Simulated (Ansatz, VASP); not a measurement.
ZnGa3F6 in VASP and in Ansatz

Contents of INCAR:

```
SYSTEM = ZnGa3F6
PREC = Accurate ; ENCUT = 520
EDIFF = 1E-6 ; ISMEAR = -1
SIGMA = 0.0561 ; LREAL = .FALSE.
LASPH = .TRUE. ; NELM = 80
ALGO = Normal ; ISIF = 2
LWAVE = .FALSE. ; LCHARG = .FALSE.
GGA = RE ; NBANDS = 58
```

The input KPOINTS:

```
Automatic mesh
0
G
  4 4 4
  0 0 0
```

The input POSCAR:

```
ZnGa3F6
1.0
    0.0000000000      3.8135820000      3.8135820000
    3.8135820000      0.0000000000      3.8135820000
    3.8135820000      3.8135820000      0.0000000000
Ga Zn F
3 1 6
Direct
    0.2500000000      0.2500000000      0.2500000000
    0.7500000000      0.7500000000      0.7500000000
    0.0000000000      0.0000000000      0.0000000000
    0.5000000000      0.5000000000      0.5000000000
    0.7098000000      0.2902000000      0.2902000000
    0.2902000000      0.7098000000      0.2902000000
    0.2902000000      0.7098000000      0.7098000000
    0.7098000000      0.2902000000      0.7098000000
    0.2902000000      0.2902000000      0.7098000000
    0.7098000000      0.7098000000      0.2902000000
```

Input for Ansatz:

```yaml
crystal:
  lattice:
    - [0.0, 3.813582, 3.813582]
    - [3.813582, 0.0, 3.813582]
    - [3.813582, 3.813582, 0.0]
  atoms:
    - { symbol: Ga, position: [0.25, 0.25, 0.25] }
    - { symbol: Ga, position: [0.75, 0.75, 0.75] }
    - { symbol: Ga, position: [0.0, 0.0, 0.0] }
    - { symbol: Zn, position: [0.5, 0.5, 0.5] }
    - { symbol: F, position: [0.7098, 0.2902, 0.2902] }
    - { symbol: F, position: [0.2902, 0.7098, 0.2902] }
    - { symbol: F, position: [0.2902, 0.7098, 0.7098] }
    - { symbol: F, position: [0.7098, 0.2902, 0.7098] }
    - { symbol: F, position: [0.2902, 0.2902, 0.7098] }
    - { symbol: F, position: [0.7098, 0.7098, 0.2902] }
  symmetry: { tolerance: 0.0003 }
kpoints:
  mp_grid: { grid: [4, 4, 4], shift: [0, 0, 0] }
magnetization:
  spin_polarized: false
scf:
  occupations: { method: fermi_dirac, width: 0.0561 }
  initial_density: { chi_scale: 0.0 }
hamiltonian:
  pseudopotentials: { kind: paw }
  xc: revpbe
basis:
  ecutwfc: 420
output:
  forces: true
  stress: true
  eigenvalues: true
```

The cell was built by a generator and needn't be a form met in nature.

Alike in both runs: task single point; functional revPBE; k mesh 4 × 4 × 4; occupations fermi-dirac, width 0.0561 eV; no spin polarisation.

|  | VASP | Ansatz |
| --- | --- | --- |
| version | VASP 6.6.1 | Ansatz 0.2.0 |
| potentials or method | VASP PAW PBE potentials, release 64 (Ga_d, Zn, F) | PAW plane waves |
| plane-wave cutoff (eV) | 520 | 420 |
| valence electrons in the cell | 93 | 93 |

|  | VASP | Ansatz | Ansatz less VASP |
| --- | --- | --- | --- |
| gap on the k mesh at the Fermi level (eV) | none | none | - |
| rms of the force components (eV/Å) | 5.744 | 5.541 | -0.2035 |

Atom by atom the forces differ by 0.203 eV/Å (rms over components). A gap of «none» marks a metal or a gap that the smearing closes.

Caveats: the PAW data sets were made with another functional, which shifts forces and pressure a little (VASP); an odd number of electrons without spin polarisation forces a metal; a magnetic or distorted state may lie lower.
